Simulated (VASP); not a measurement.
Level of theory: PBE GGA, VASP's PBE PAW potentials (set 64) (plane waves; VASP 6.6.1).

A VASP calculation is set up with these files.

### POSCAR
```
Hf
3.1571430
  0.5000001584  -0.8660253907   0.0000000000
  0.5000001584   0.8660253907   0.0000000000
  0.0000000000   0.0000000000   1.5830721003
Hf
2
Cartesian
  0.5000001584   0.2886757076   0.3957680251
  0.5000001584  -0.2886757076   1.1873040752
```

**INCAR**
```
ALGO = Normal
EDIFF = 1E-8
ENCUT = 300
GGA = PE
IBRION = 8
ISIF = 2
ISMEAR = 0
LASPH = .TRUE.
LCHARG = .FALSE.
LEPSILON = .FALSE.
LMAXMIX = 6
LREAL = .FALSE.
LWAVE = .FALSE.
NELM = 100
NSW = 1
PREC = Accurate
SIGMA = 0.1
SYSTEM = Hf
```

KPOINTS:
```
Regular mesh
0
gamma
8 8 5
```

POTCAR, in this order: Hf_pv (PBE.64 set). Program: vasp_std.

At this cut-off the stress carries a Pulay error, which pulls relaxed volumes low. Unless said otherwise, spin-orbit coupling is left out, though it shifts the bands of the heavy elements here.

**Question.** Predict the energy per atom (σ→0), pressure, band gap (on the k-mesh).

**Answer.** 
```
Item                                                         Value
------------------------  ----------------------------------------
energy per atom (σ→0)                               -9.911 eV/atom
band gap (on the k-mesh)  none (metal, semimetal or under 0.01 eV)
pressure                                                 44.6 kbar
```

**OSZICAR**
```
...
RMM:  10    -0.252425583641E+00   -0.12468E-05    0.41546E-06  2410   0.646E-04    0.512E-04
RMM:  11    -0.252425142241E+00    0.44140E-06    0.26446E-06  2344   0.353E-04    0.200E-04
RMM:  12    -0.252425230633E+00   -0.88392E-07    0.89164E-07  2459   0.159E-04    0.691E-05
RMM:  13    -0.252425202278E+00    0.28354E-07    0.67024E-07  2539   0.886E-05    0.260E-05
RMM:  14    -0.252425213115E+00   -0.10836E-07    0.30743E-07  2695   0.561E-05    0.258E-05
RMM:  15    -0.252425207911E+00    0.52041E-08    0.17619E-07  2598   0.434E-05    0.948E-06
RMM:  16    -0.252425207448E+00    0.46221E-09    0.79515E-08  2367   0.356E-05    0.543E-06
 Linear response finished
```

The structure is a typed Hf crystal (P6_3/mmc). The cell was not relaxed at this level. The run is one of a series of settings (EDIFF = 1E-8, IBRION = 8, LEPSILON = .FALSE., NSW = 1 against the base run), some of them coarse on purpose.
